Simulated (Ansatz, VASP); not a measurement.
**Mo (Mo slab, plane (1, 1, 2)): VASP beside Ansatz**

One calculation is typed for both programs; each brings its own data sets and cutoff. How far apart do they land? The structure shown is the end of the VASP relaxation below.

Method: plane waves, with VASP 6.6.1 beside it; single point at PBE, in Ansatz 0.2.0.

In doubt: too few empty bands were carried, so the values of those runs are not to be relied on.

## (1) Set-up

The cell holds 15 atoms: 15 Mo. Its edges and angles: a = 2.725 Å, b = 4.451 Å, c = 28.987 Å, α = 90.0°, β = 90.0°, γ = 90.0°. Vacuum lies along c.

## (2) VASP: relaxation, PBE

This run makes the geometry at which the two programs are then compared.

Lines of VASP's logs that name or quote its potential files are left out, and so is its time.

INCAR

```
SYSTEM = Mo
PREC = Normal
ENCUT = 300
EDIFF = 1E-05
NELM = 120
ISMEAR = -1
SIGMA = 0.1
LREAL = Auto
ALGO = Fast
GGA = PE
NBANDS = 60
LORBIT = 11
LWAVE = .FALSE.
LCHARG = .FALSE.
KPAR = 4
IBRION = 2
NSW = 60
ISIF = 2
EDIFFG = -0.03
POTIM = 0.4
MAXMIX = 40
```

POSCAR

```
Mo
1.0
    2.7253819457      0.0000000000      0.0000000000
    0.0000000000      4.4505300808      0.0000000000
    0.0000000000      0.0000000000     28.9866031814
Mo
15
Selective dynamics
Direct
    0.3333333332      0.0000000000      0.1724934781  F F F
    0.6666666665      0.5000000000      0.2168159315  F F F
    0.9999999999      0.0000000000      0.2611383850  F F F
    0.3333333332      0.5000000000      0.3054608384  T T T
    0.6666666665      0.0000000000      0.3497832919  T T T
    0.9999999999      0.5000000000      0.3941057453  T T T
    0.3333333332      0.0000000000      0.4384281987  T T T
    0.6666666666      0.5000000000      0.4827506522  T T T
    0.9999999999      0.0000000000      0.5270731056  T T T
    0.3333333333      0.5000000000      0.5713955591  T T T
    0.6666666666      0.0000000000      0.6157180125  T T T
    1.0000000000      0.5000000000      0.6600404660  T T T
    0.3333333333      0.0000000000      0.7043629194  T T T
    0.6666666667      0.5000000000      0.7486853729  T T T
    0.0000000000      0.0000000000      0.7930078263  T T T
```

KPOINTS

```
Automatic mesh
0
Gamma
9 5 1
0 0 0
```

Potentials, in the order of the species: Mo (PBE family, release 64).

Launch:

```
$ mpirun -np 4 vasp_std
```

Numbers of over 12 decimals in the logs are rounded to 6 here.

Output:

```text
[banner, memory and clock lines left out]
running    4 mpi-ranks, on    1 nodes
 distrk:  each k-point on    1 cores,    4 groups
 distr:  one band on    1 cores,    1 groups

 POSCAR found type information on POSCAR Mo
 POSCAR found :  1 types and      15 ions
 LDA part: xc-table for (Slater+PW92), standard interpolation
 POSCAR, INCAR and KPOINTS ok, starting setup
 FFT: planning ... GRIDC
 FFT: planning ... GRID_SOFT
 FFT: planning ... GRID
 WAVECAR not read
 entering main loop
       N       E                     dE             d eps       ncg     rms          rms(c)
DAV:   1     0.253104898799E+03    0.25310E+03   -0.28119E+04  1840   0.824E+02
DAV:   2    -0.127899646275E+03   -0.38100E+03   -0.35164E+03  2104   0.213E+02
DAV:   3    -0.170653934115E+03   -0.42754E+02   -0.40917E+02  2952   0.544E+01
DAV:   4    -0.172710145382E+03   -0.20562E+01   -0.19897E+01  2672   0.124E+01
DAV:   5    -0.172819955132E+03   -0.10981E+00   -0.10767E+00  2984   0.266E+00    0.547E+01
RMM:   6    -0.218892530479E+03   -0.46073E+02   -0.17031E+02  2911   0.315E+01    0.319E+01
RMM:   7    -0.309333982163E+03   -0.90441E+02   -0.28161E+02  2855   0.442E+01    0.382E+01
RMM:   8    -0.216416421652E+03    0.92918E+02   -0.87816E+01  2209   0.220E+01    0.320E+01
RMM:   9    -0.188646592597E+03    0.27770E+02   -0.33140E+01  2295   0.120E+01    0.262E+01
RMM:  10    -0.171881368921E+03    0.16765E+02   -0.12341E+01  2394   0.708E+00    0.183E+01
RMM:  11    -0.168299267915E+03    0.35821E+01   -0.30363E+01  2581   0.970E+00    0.140E+01
RMM:  12    -0.162704235583E+03    0.55950E+01   -0.56844E+00  2245   0.549E+00    0.985E+00
RMM:  13    -0.161617017853E+03    0.10872E+01   -0.28199E+00  2547   0.322E+00    0.791E+00
RMM:  14    -0.161356178523E+03    0.26084E+00   -0.11674E+00  2314   0.219E+00    0.676E+00
[...]
RMM:  25    -0.159496232961E+03   -0.97885E-04   -0.41479E-04  2146   0.469E-02    0.492E-02
RMM:  26    -0.159496357503E+03   -0.12454E-03   -0.39817E-04  2334   0.402E-02    0.283E-02
RMM:  27    -0.159496495736E+03   -0.13823E-03   -0.26590E-04  2231   0.297E-02    0.254E-02
RMM:  28    -0.159496625870E+03   -0.13013E-03   -0.10851E-04  1755   0.221E-02    0.154E-02
RMM:  29    -0.159496658398E+03   -0.32528E-04   -0.76919E-05  1608   0.152E-02    0.149E-02
RMM:  30    -0.159496685447E+03   -0.27048E-04   -0.30135E-05  1148   0.103E-02    0.123E-02
RMM:  31    -0.159496713896E+03   -0.28450E-04   -0.26634E-05  1184   0.939E-03    0.758E-03
RMM:  32    -0.159496722920E+03   -0.90243E-05   -0.24822E-05  1170   0.767E-03
   1 F= -.15949672E+03 E0= -.15930641E+03  d E =-.159497E+03
[... from here on, the cycles between the ionic steps are left out ...]
   2 F= -.15963680E+03 E0= -.15945007E+03  d E =-.140073E+00
   3 F= -.15969916E+03 E0= -.15951593E+03  d E =-.202440E+00
   4 F= -.15969921E+03 E0= -.15951607E+03  d E =-.202483E+00
   5 F= -.15970882E+03 E0= -.15952560E+03  d E =-.961155E-02
   6 F= -.15971242E+03 E0= -.15952904E+03  d E =-.132114E-01
   7 F= -.15971249E+03 E0= -.15952908E+03  d E =-.132799E-01
   8 F= -.15971435E+03 E0= -.15953115E+03  d E =-.186677E-02
   9 F= -.15971476E+03 E0= -.15953161E+03  d E =-.227221E-02
  10 F= -.15971471E+03 E0= -.15953172E+03  d E =-.222914E-02
  11 F= -.15971489E+03 E0= -.15953180E+03  d E =-.240007E-02
  12 F= -.15971538E+03 E0= -.15953231E+03  d E =-.498398E-03
  13 F= -.15971567E+03 E0= -.15953257E+03  d E =-.784666E-03
  14 F= -.15971570E+03 E0= -.15953260E+03  d E =-.813336E-03
 curvature:  -2.66 expect dE=-0.602E-03 dE for cont linesearch -0.258E-05
 trial: gam= 0.59680 g(F)=  0.226E-03 g(S)=  0.000E+00 ort =-0.228E-04 (trialstep = 0.217E+01)
 search vector abs. value=  0.390E-03
 bond charge predicted
       N       E                     dE             d eps       ncg     rms          rms(c)
DAV:   1    -0.159716092503E+03   -0.40060E-03   -0.20338E-01  1824   0.149E+00    0.722E-02
RMM:   2    -0.159716074298E+03    0.18205E-04   -0.73869E-04  1840   0.112E-01    0.427E-02
RMM:   3    -0.159716064494E+03    0.98041E-05   -0.31372E-04  2091   0.506E-02    0.229E-02
RMM:   4    -0.159716032182E+03    0.32313E-04   -0.10856E-04  1989   0.260E-02    0.179E-02
RMM:   5    -0.159716058818E+03   -0.26636E-04   -0.26207E-05  1221   0.142E-02    0.139E-02
RMM:   6    -0.159716062087E+03   -0.32696E-05   -0.13006E-05  1102   0.993E-03
  15 F= -.15971606E+03 E0= -.15953298E+03  d E =-.363035E-03
 trial-energy change:   -0.000363  1 .order   -0.000323   -0.000461   -0.000184
 step:   2.8407(harm=  3.6093)  dis= 0.00317  next Energy=  -159.716092 (dE=-0.393E-03)
 reached required accuracy - stopping structural energy minimisation
```

Parts of OUTCAR (step 2):

```text
ion  position               nearest neighbor table
   1  0.333  0.000  0.172-   2 2.73   2 2.73   3 2.73   2 3.15   2 3.15   3 3.15
   2  0.667  0.500  0.217-   1 2.73   1 2.73   4 2.73   3 2.73   3 2.73   1 3.15   1 3.15   4 3.15
                             3 3.15   3 3.15
   3  1.000  0.000  0.261-   4 2.73   4 2.73   1 2.73   5 2.73   2 2.73   2 2.73   4 3.15   4 3.15
                             5 3.15   1 3.15   2 3.15   2 3.15
   4  0.333  0.500  0.305-   3 2.73   3 2.73   2 2.73   6 2.73   5 2.73   5 2.73   3 3.15   3 3.15
                             6 3.15   2 3.15   5 3.15   5 3.15
   5  0.667  0.000  0.350-   7 2.73   6 2.73   6 2.73   3 2.73   4 2.73   4 2.73   7 3.15   6 3.15
                             6 3.15   3 3.15   4 3.15   4 3.15
   6  1.000  0.500  0.394-   7 2.73   7 2.73   5 2.73   5 2.73   8 2.73   4 2.73   5 3.15   5 3.15
                             7 3.15   7 3.15   8 3.15   4 3.15
   7  0.333  0.000  0.438-   5 2.73   6 2.73   6 2.73   9 2.73   8 2.73   8 2.73   5 3.15   6 3.15
                             6 3.15   9 3.15   8 3.15   8 3.15
   8  0.667  0.500  0.483-   9 2.73   9 2.73   6 2.73  10 2.73   7 2.73   7 2.73   9 3.15   9 3.15
                             6 3.15  10 3.15   7 3.15   7 3.15
   9  1.000  0.000  0.527-   8 2.73   8 2.73  11 2.73   7 2.73  10 2.73  10 2.73   8 3.15   8 3.15
                            11 3.15   7 3.15  10 3.15  10 3.15
  10  0.333  0.500  0.571-  11 2.73  11 2.73  12 2.73   8 2.73   9 2.73   9 2.73  11 3.15  11 3.15
                             8 3.15  12 3.15   9 3.15   9 3.15
  11  0.667  0.000  0.616-  10 2.73  10 2.73   9 2.73  13 2.73  12 2.73  12 2.73  10 3.15  10 3.15
                             9 3.15  13 3.15  12 3.15  12 3.15
  12  0.000  0.500  0.660-  13 2.73  13 2.73  14 2.73  10 2.73  11 2.73  11 2.73  13 3.15  13 3.15
                            14 3.15  10 3.15  11 3.15  11 3.15
  13  0.333  0.000  0.704-  12 2.73  12 2.73  15 2.73  11 2.73  14 2.73  14 2.73  12 3.15  12 3.15
                            11 3.15  15 3.15  14 3.15  14 3.15
  14  0.667  0.500  0.749-  15 2.73  15 2.73  12 2.73  13 2.73  13 2.73  15 3.15  15 3.15  12 3.15
                            13 3.15  13 3.15
  15  0.000  0.000  0.793-  14 2.73  14 2.73  13 2.73  14 3.15  14 3.15  13 3.15

  LATTYP: Found a simple orthorhombic cell.
 ALAT       =     2.7253819457
 B/A-ratio  =     1.6329931619
 C/A-ratio  =    10.6357948203

 Subroutine GETGRP returns: Found  4 space group operations
 (whereof  2 operations were pure point group operations)

The static configuration has the point symmetry C_1h.
 The point group associated with its full space group is C_2h.

 Found     15 irreducible k-points:

   k-points           NKPTS =     15   k-points in BZ     NKDIM =     15   number of bands    NBANDS=     60

   dimension x,y,z NGX =    12 NGY =   20 NGZ =  126
   dimension x,y,z NGXF=    24 NGYF=   40 NGZF=  252

   ENCUT  =  300.0 eV  22.05 Ry    4.70 a.u.   3.85  6.29 40.94*2*pi/ulx,y,z

   NELECT =      90.0000    total number of electrons

 k-points in reciprocal lattice and weights: Automatic mesh
   0.00000000  0.00000000  0.00000000       0.022
   0.11111111  0.00000000  0.00000000       0.044
   0.22222222  0.00000000  0.00000000       0.044
   0.33333333  0.00000000  0.00000000       0.044
   0.44444444  0.00000000  0.00000000       0.044
   0.00000000  0.20000000  0.00000000       0.044
   0.11111111  0.20000000  0.00000000       0.089
   0.22222222  0.20000000  0.00000000       0.089
   0.33333333  0.20000000  0.00000000       0.089
[...]
0.33333333  0.40000000  0.00000000       0.089
   0.44444444  0.40000000  0.00000000       0.089

 average (electrostatic) potential at core
       1 -40.1949       2 -40.3265       3 -40.4740       4 -40.3866       5 -40.3788
       6 -40.3930       7 -40.3854       8 -40.3772       9 -40.3767      10 -40.3869
      11 -40.3709      12 -40.3629      13 -40.4170      14 -40.2334      15 -40.0622

 E-fermi :   3.2305

 k-point     1 :       0.0000    0.0000    0.0000
  band No.  band energies     occupation
    ...
     43       2.2018      1.99993
     44       2.2588      1.99988
     45       2.6389      1.99462
     46       2.8904      1.93545
     47       3.1432      1.41066
     48       3.6419      0.03215
     49       3.7792      0.00825
     50       4.0534      0.00053
     51       4.0710      0.00045
     52       4.2241      0.00010
    ...

 k-point     2 :       0.1111    0.0000    0.0000
  band No.  band energies     occupation
    ...
     46       2.6155      1.99574
     47       2.9456      1.89051
     48       3.0533      1.70940
     49       3.0736      1.65545
     50       3.3240      0.56397
     51       3.5335      0.09216
     52       3.6609      0.02668
     53       4.0411      0.00060
     54       4.0553      0.00052
     55       4.2112      0.00011
    ...

 k-point     3 :       0.2222    0.0000    0.0000
  band No.  band energies     occupation
    ...
     45       2.5902      1.99669
     46       2.8030      1.97255
     47       2.8892      1.93624
     48       3.1071      1.54904
     49       3.3399      0.50191
     50       3.4297      0.24005
     51       3.4679      0.17045
     52       3.5792      0.05937
     53       3.6744      0.02334
     54       3.8822      0.00295
    ...

  Total       -5.8648693     -6.0709560     -4.4456552      0.0000000      0.0000000      0.1693919
  in kB      -26.7259085    -27.6650350    -20.2586227      0.0000000      0.0000000      0.7719104
  external PRESSURE =     -24.8831887 kB  Pullay stress =       0.0000000 kB

  energy-cutoff  :      300.00
  volume of cell :      351.59
      direct lattice vectors                 reciprocal lattice vectors
     2.725381946  0.000000000  0.000000000     0.366921048  0.000000000  0.000000000
     0.000000000  4.450530081  0.000000000     0.000000000  0.224692336  0.000000000
     0.000000000  0.000000000 28.986603181     0.000000000  0.000000000  0.034498696

 POSITION                                       TOTAL-FORCE (eV/Angst)
 -----------------------------------------------------------------------------------
      0.90846      0.00000      5.00000        -0.025390      0.000000      1.697523
      1.81692      2.22527      6.28476        -0.261395      0.000000     -0.943063
      2.72538      0.00000      7.56951         0.327420      0.000000     -0.712474
      0.90378      2.22527      8.83430        -0.000286      0.000000      0.006192
      1.81225      0.00000     10.15114         0.003151      0.000000      0.009854
      2.71466      2.22527     11.42601        -0.006842      0.000000     -0.004803
      0.90571      0.00000     12.71305        -0.002087      0.000000     -0.001818
      1.81829      2.22527     14.00841        -0.023777      0.000000     -0.006287
      2.72006      0.00000     15.28748        -0.018897      0.000000     -0.001521
      0.91789      2.22527     16.57996        -0.004577      0.000000      0.000308
      1.80507      0.00000     17.84216         0.004713      0.000000     -0.016904
      2.70282      2.22527     19.17013         0.004996      0.000000     -0.003599
      0.85793      0.00000     20.45431         0.001698      0.000000     -0.012062
      1.85152      2.22527     21.74625         0.007332      0.000000     -0.009335
      0.03368      0.00000     22.81456        -0.006060      0.000000     -0.002010
 -----------------------------------------------------------------------------------
    total drift:                               -0.002008      0.000000     -0.002359

  FREE ENERGIE OF THE ION-ELECTRON SYSTEM (eV)
  ---------------------------------------------------
  free  energy   TOTEN  =      -159.7160620874 eV

  energy  without entropy=     -159.3498920263  energy(sigma->0) =     -159.53297706

 reached required accuracy - stopping structural energy minimisation

 total charge
# of ion       s       p       d       tot
------------------------------------------
    1        0.484   0.298   4.291   5.073
    2        0.513   0.490   4.303   5.306
    3        0.523   0.548   4.341   5.413
    4        0.521   0.563   4.347   5.431
    5        0.523   0.560   4.343   5.425
    6        0.524   0.561   4.337   5.422
    7        0.525   0.562   4.341   5.427
    8        0.525   0.563   4.342   5.430
    9        0.526   0.564   4.345   5.435
   10        0.524   0.562   4.342   5.428
   11        0.522   0.554   4.342   5.418
   12        0.520   0.556   4.346   5.422
   13        0.535   0.568   4.392   5.495
   14        0.523   0.500   4.358   5.381
   15        0.533   0.347   4.414   5.293
--------------------------------------------------
tot          7.819   7.797  65.184  80.800

[... 3 further parts left out ...]
```

CONTCAR:

```
Mo
   1.00000000000000
     2.7253819457000001    0.0000000000000000    0.0000000000000000
     0.0000000000000000    4.4505300808000001    0.0000000000000000
     0.0000000000000000    0.0000000000000000   28.9866031813999996
  Mo
    15
Selective dynamics
Direct
     0.3333333332000024    0.0000000000000000    0.1724934781000016   F   F   F
     0.6666666664999994    0.5000000000000000    0.2168159315000011   F   F   F
     0.9999999998999982    0.0000000000000000    0.2611383850000024   F   F   F
     0.3316171945339311    0.5000000000000000    0.3047717389398227   T   T   T
     0.6649524554336508    0.0000000000000000    0.3502011254138624   T   T   T
     0.9960669712205529    0.5000000000000000    0.3941822965608841   T   T   T
     0.3323222708603447    0.0000000000000000    0.4385837943574348   T   T   T
     0.6671700346146811    0.5000000000000000    0.4832717219770514   T   T   T
     0.9980469278042450    0.0000000000000000    0.5273982498613311   T   T   T
     0.3367929221465657    0.5000000000000000    0.5719868581156320   T   T   T
     0.6623165150546328    0.0000000000000000    0.6155311280061199   T   T   T
     0.9917215167942657    0.5000000000000000    0.6613445456247264   T   T   T
     0.3147936753381158    0.0000000000000000    0.7056470326030938   T   T   T
     0.6793610067153510    0.5000000000000000    0.7502174203444463   T   T   T
     0.0123563805522768    0.0000000000000000    0.7870725501175009   T   T   T
```

The data set Mo keeps the semicore shell frozen, which is cheaper and a little less accurate.

(Continued in part 2 of 2.)

[Lines on the potential files, build, host, timing and source positions are cut from VASP's logs without a mark.]

[Logs are printed without paths, hosts, clocks, repeated set-up lines and the standing remarks that a program may print on its own settings, such as how far it seeks lower states.]

[Hosts, paths, dates, database ids (printed as entryN), source tags and the programs' standing remarks are cut or masked in the printed files.]

[The remark on too few empty bands rests on warnings of the Ansatz runs; the VASP runs of these pairs gave none.]
